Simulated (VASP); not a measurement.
**ZnO: band structure with HF**

**The experiment to reproduce.**

“Electronic structure of alkaline earth and post-transition metal oxides”, 2009, arxiv:0908.1581 quotes, for a bulk crystal of ZnO: band gap 3.37 eV.

ZnO:

```
Zn O
1.0
     3.28679    0.00000    0.00000
    -1.64339    2.84644    0.00000
     0.00000    0.00000    5.30597
Zn O
2 2
Direct
  0.33333 0.66667 0.49996
  0.66667 0.33333 0.99996
  0.66667 0.33333 0.37905
  0.33333 0.66667 0.87905
```

* Program: VASP 6.6.1
* Task: band structure
* Functional: HF
* Potentials or basis: VASP PAW PBE potentials, release 64 (Zn, O)
* Cutoff: 520 eV
* k mesh: 6 × 6 × 4
* Occupations: gaussian, width 0.02 eV
* Spin: no spin polarisation
* Grid for exact exchange (PRECFOCK): Fast
* Exchange at q = 0: truncated
* Further INCAR settings: ALGO = Normal; EDIFF = 1e-07; NBANDS = 26

* Pressure: -1.5 GPa
* Largest force: 0.030 eV/Å
* Band gap on the k mesh: 11.01 eV, direct
* Band gap along the path: 11.01 eV, direct

Forces in eV/Å, atoms in the order of the input:
```
Zn   0.000  0.000 -0.030
Zn   0.000  0.000 -0.030
O    0.000  0.000  0.030
O    0.000  0.000  0.030
```

Stress tensor (GPa, compression positive):
```
-1.18  0.00  0.00
 0.00 -1.18  0.00
 0.00  0.00 -2.13
```

Levels at the corners of the path, in eV from the valence-band top:
| point | band 15 | band 16 | band 17 | band 18 | band 19 | band 20 | band 21 | band 22 |
| --- | --- | --- | --- | --- | --- | --- | --- | --- |
| Γ | -0.88 | -0.03 | 0.00 | 0.00 | 11.01 | 16.28 | 19.42 | 24.31 |
| M | -3.18 | -2.38 | -1.48 | -0.89 | 16.85 | 17.28 | 17.94 | 20.41 |
| M | -3.18 | -2.38 | -1.48 | -0.89 | 16.85 | 17.28 | 17.94 | 20.41 |
| K | -3.89 | -2.22 | -2.22 | -2.02 | 17.72 | 18.77 | 19.38 | 19.38 |
| K | -3.89 | -2.22 | -2.22 | -2.02 | 17.72 | 18.77 | 19.38 | 19.38 |
| Γ | -0.88 | -0.03 | 0.00 | 0.00 | 11.01 | 16.28 | 19.42 | 24.31 |
| Γ | -0.88 | -0.03 | 0.00 | 0.00 | 11.01 | 16.28 | 19.42 | 24.31 |
| A | -0.44 | -0.44 | -0.44 | -0.44 | 13.87 | 13.87 | 21.44 | 21.44 |
| A | -0.44 | -0.44 | -0.44 | -0.44 | 13.87 | 13.87 | 21.44 | 21.44 |
| L | -1.63 | -1.63 | -1.51 | -1.51 | 16.16 | 16.16 | 20.26 | 20.26 |
| L | -1.63 | -1.63 | -1.51 | -1.51 | 16.16 | 16.16 | 20.26 | 20.26 |
| H | -3.15 | -3.15 | -1.29 | -1.29 | 18.44 | 18.44 | 19.05 | 19.05 |
| H | -3.15 | -3.15 | -1.29 | -1.29 | 18.44 | 18.44 | 19.05 | 19.05 |
| A | -0.44 | -0.44 | -0.44 | -0.44 | 13.87 | 13.87 | 21.44 | 21.44 |
| L | -1.63 | -1.63 | -1.51 | -1.51 | 16.16 | 16.16 | 20.26 | 20.26 |
| M | -3.18 | -2.38 | -1.48 | -0.89 | 16.85 | 17.28 | 17.94 | 20.41 |
| K | -3.89 | -2.22 | -2.22 | -2.02 | 17.72 | 18.77 | 19.38 | 19.38 |
| H | -3.15 | -3.15 | -1.29 | -1.29 | 18.44 | 18.44 | 19.05 | 19.05 |

It took 39 min on 4 MPI ranks on Intel(R) Xeon(R) 6975P-C (Granite Rapids), with other jobs on the host, peak memory 0.27 GiB a rank.

A measured gap of ZnO is 3.37 eV (quoted in “Electronic structure of alkaline earth and post-transition metal oxides”, 2009, arxiv:0908.1581); the calculated 11.01 eV misses it by +7.64 eV. So large a miss can be the level of theory's own, or it may mean another phase, state or a wrong row. The value is that of HF, without temperature or zero-point motion.

Caveat: the PAW data sets were made with another functional, which shifts forces and pressure a little.
